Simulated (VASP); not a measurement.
Computed with r2SCAN meta-GGA, VASP's PBE PAW potentials (set 64) (plane waves; VASP).

VASP ran on this input.

KPOINTS:
```
kpoints
0
G
10 10 10
```

**POSCAR**
```
HfGe
1.0
  3.3415400000   0.0000000000   0.0000000000
  0.0000000000   3.3415400000   0.0000000000
  0.0000000000   0.0000000000   3.3415400000
Hf Ge
1 1
Cart
  0.0000000000   0.0000000000   0.0000000000
  1.6707700000   1.6707700000   1.6707700000
```

INCAR:
```
SYSTEM=HfGe
EDIFFG=-0.01   ! ionic stop
LWAVE=F
EDIFF=1E-6   ! SCF stop (eV)
ENCUT=400
SIGMA=0.1
LMIXTAU=T
ALGO=Normal   ! blocked Davidson
ISMEAR=1   ! Methfessel-Paxton
IBRION=2
ISIF=3   ! ions, shape and volume
METAGGA=R2SCAN
LMAXMIX=6   ! l cut-off of mixed one-centre charges
PREC=Accurate
NELM=100   ! most electronic steps
LASPH=T   ! aspherical one-centre terms
NSW=60
LCHARG=F
LREAL=F   ! projection in real space or not
```

POTCAR, in this order: Hf_pv Ge_d (PBE.64 set). Program: vasp_std.

Output of the run:

### OUTCAR
```
 ion  position               nearest neighbor table
   1  0.000  0.000  0.000-   2 2.89   2 2.89   2 2.89   2 2.89   2 2.89   2 2.89   2 2.89   2 2.89
  LATTYP: Found a simple cubic cell.
 ALAT       =     3.3415400000
 Subroutine PRICEL returns:
 Original cell was already a primitive cell.
 Subroutine GETGRP returns: Found 48 space group operations
The static configuration has the point symmetry O_h .
The dynamic configuration has the point symmetry O_h .
 Subroutine INISYM returns: Found 48 space group operations
 Subroutine IBZKPT returns following result:
 Found     56 irreducible k-points:

 Following reciprocal coordinates:
            Coordinates               Weight
  0.000000  0.000000  0.000000      1.000000
  0.100000  0.000000  0.000000      6.000000
  0.200000  0.000000  0.000000      6.000000
  0.300000  0.000000  0.000000      6.000000
  0.400000  0.000000  0.000000      6.000000
  0.500000  0.000000  0.000000      3.000000
  0.100000  0.100000  0.000000     12.000000
  0.200000  0.100000  0.000000     24.000000
  0.300000  0.100000  0.000000     24.000000
  0.400000  0.100000  0.000000     24.000000
  0.500000  0.100000  0.000000     12.000000
  0.200000  0.200000  0.000000     12.000000
  0.300000  0.200000  0.000000     24.000000
  0.400000  0.200000  0.000000     24.000000
  0.500000  0.200000  0.000000     12.000000
  0.300000  0.300000  0.000000     12.000000
  0.400000  0.300000  0.000000     24.000000
  0.500000  0.300000  0.000000     12.000000
  0.400000  0.400000  0.000000     12.000000
  0.500000  0.400000  0.000000     12.000000
  0.500000  0.500000  0.000000      3.000000
  0.100000  0.100000  0.100000      8.000000
  0.200000  0.100000  0.100000     24.000000
  0.300000  0.100000  0.100000     24.000000
  0.400000  0.100000  0.100000     24.000000
...
```

OSZICAR:
```
       N       E                     dE             d eps       ncg     rms          rms(c)
DAV:   1     0.655079693111E+02    0.65508E+02   -0.12029E+04  1880   0.286E+03
DAV:   2    -0.543572808757E+02   -0.11987E+03   -0.11860E+03  2048   0.460E+02
DAV:   3    -0.637721023306E+02   -0.94148E+01   -0.93269E+01  2368   0.926E+01
DAV:   4    -0.639366285504E+02   -0.16453E+00   -0.16449E+00  2168   0.138E+01
DAV:   5    -0.639397759236E+02   -0.31474E-02   -0.31473E-02  2384   0.197E+00    0.423E+01
DAV:   6    -0.594457474327E+02    0.44940E+01   -0.26924E+00  2144   0.120E+01    0.250E+01
DAV:   7    -0.595225512940E+02   -0.76804E-01   -0.43886E-01  2248   0.563E+00    0.393E+00
DAV:   8    -0.594791849252E+02    0.43366E-01   -0.63291E-01  1824   0.722E+00    0.370E+00
DAV:   9    -0.594815180702E+02   -0.23331E-02   -0.20969E-01  1944   0.287E+00    0.182E+00
DAV:  10    -0.594949745059E+02   -0.13456E-01   -0.10799E-02  2160   0.109E+00    0.589E-01
DAV:  11    -0.594951301159E+02   -0.15561E-03   -0.11064E-02  2000   0.840E-01    0.195E-01
DAV:  12    -0.594967295127E+02   -0.15994E-02   -0.18937E-03  1936   0.372E-01    0.690E-02
DAV:  13    -0.594970331332E+02   -0.30362E-03   -0.10512E-03  1896   0.256E-01    0.987E-02
DAV:  14    -0.594971084735E+02   -0.75340E-04   -0.44146E-05  2200   0.596E-02    0.803E-02
DAV:  15    -0.594970987675E+02    0.97060E-05   -0.29818E-05  1968   0.371E-02    0.333E-02
DAV:  16    -0.594971195395E+02   -0.20772E-04   -0.79749E-06  1440   0.278E-02    0.103E-02
DAV:  17    -0.594971203289E+02   -0.78944E-06   -0.94403E-07  1200   0.996E-03
   1 F= -.59497120E+02 E0= -.59497008E+02  d E =-.594971E+02
       N       E                     dE             d eps       ncg     rms          rms(c)
DAV:   1    -0.597436043450E+02   -0.24648E+00   -0.40789E+00  2248   0.327E+01    0.531E+00
DAV:   2    -0.595607349392E+02    0.18287E+00   -0.32554E-01  2256   0.983E+00    0.166E+00
DAV:   3    -0.595095440356E+02    0.51191E-01   -0.67762E-02  2304   0.329E+00    0.680E-01
DAV:   4    -0.594981489817E+02    0.11395E-01   -0.10012E-02  2360   0.133E+00    0.442E-01
DAV:   5    -0.594965136879E+02    0.16353E-02   -0.18365E-03  1864   0.564E-01    0.203E-01
DAV:   6    -0.594962847507E+02    0.22894E-03   -0.12214E-03  1792   0.398E-01    0.426E-02
DAV:   7    -0.594969031191E+02   -0.61837E-03   -0.36519E-04  1792   0.182E-01    0.234E-02
DAV:   8    -0.594968554890E+02    0.47630E-04   -0.38479E-05  1952   0.617E-02    0.139E-02
DAV:   9    -0.594968961976E+02   -0.40709E-04   -0.16287E-05  1792   0.457E-02    0.279E-03
DAV:  10    -0.594968981380E+02   -0.19405E-05   -0.11580E-06  1480   0.109E-02    0.415E-03
DAV:  11    -0.594968983084E+02   -0.17040E-06   -0.55079E-07   952   0.813E-03
   2 F= -.59496898E+02 E0= -.59496960E+02  d E =0.222020E-03
       N       E                     dE             d eps       ncg     rms          rms(c)
DAV:   1    -0.595623422808E+02   -0.65444E-01   -0.10553E+00  2264   0.178E+01    0.268E+00
DAV:   2    -0.595178176087E+02    0.44525E-01   -0.77641E-02  2232   0.448E+00    0.826E-01
DAV:   3    -0.595050388458E+02    0.12779E-01   -0.17169E-02  2320   0.166E+00    0.335E-01
DAV:   4    -0.595021117792E+02    0.29271E-02   -0.27245E-03  2328   0.712E-01    0.205E-01
DAV:   5    -0.595017903572E+02    0.32142E-03   -0.41332E-04  1912   0.271E-01    0.108E-01
DAV:   6    -0.595016551471E+02    0.13521E-03   -0.27644E-04  1800   0.200E-01    0.271E-02
DAV:   7    -0.595018550607E+02   -0.19991E-03   -0.10078E-04  1792   0.902E-02    0.109E-02
DAV:   8    -0.595018504143E+02    0.46464E-05   -0.55243E-06  1568   0.228E-02    0.102E-02
DAV:   9    -0.595018559513E+02   -0.55370E-05   -0.34174E-06  1760   0.197E-02    0.181E-03
DAV:  10    -0.595018568796E+02   -0.92830E-06   -0.25816E-07   904   0.631E-03
   3 F= -.59501857E+02 E0= -.59501851E+02  d E =-.473655E-02
```

### OUTCAR
```
------------------------ aborting loop because EDIFF is reached ----------------------------------------
  FORCE on cell =-STRESS in cart. coord.  units (eV):
  Direction    XX          YY          ZZ          XY          YZ          ZX
  --------------------------------------------------------------------------------------
  Total        0.0082511      0.0082511      0.0082511     -0.0000000     -0.0000000     -0.0000000
  in kB        0.3608477      0.3608477      0.3608477     -0.0000000     -0.0000000     -0.0000000
  external PRESSURE =       0.3608477 kB  Pullay stress =       0.0000000 kB
  volume of cell :       36.64
      direct lattice vectors                 reciprocal lattice vectors
     3.321233528  0.000000000 -0.000000000     0.301092950  0.000000000  0.000000000
    -0.000000000  3.321233528  0.000000000    -0.000000000  0.301092950 -0.000000000
    -0.000000000  0.000000000  3.321233528     0.000000000 -0.000000000  0.301092950
 POSITION                                       TOTAL-FORCE (eV/Angst)
 -----------------------------------------------------------------------------------
      0.00000      0.00000      0.00000         0.000000     -0.000000      0.000000
      1.66062      1.66062      1.66062        -0.000000      0.000000      0.000000
 -----------------------------------------------------------------------------------
    total drift:                                0.000000      0.000000     -0.000000
  FREE ENERGIE OF THE ION-ELECTRON SYSTEM (eV)
  ---------------------------------------------------
  free  energy   TOTEN  =       -59.5018568796 eV

  energy  without entropy=      -59.5018391667  energy(sigma->0) =      -59.50185098

 reached required accuracy - stopping structural energy minimisation
```
(Selected blocks of OUTCAR.)

### CONTCAR
```
HfGe
   1.00000000000000
     3.3212335284977117    0.0000000000000000   -0.0000000000000000
    -0.0000000000000000    3.3212335284977117    0.0000000000000000
    -0.0000000000000000    0.0000000000000000    3.3212335284977117
  Hf              Ge
     1     1
Direct
     0.0000000000000000    0.0000000000000000    0.0000000000000000
     0.5000000000000000    0.5000000000000000    0.5000000000000000
```

The structure was generated: HfGe was put into the CsCl type (Pm-3m), which need not be its known phase. This run relaxes it. Symmetry was kept, so distortions that lower it aren't found.
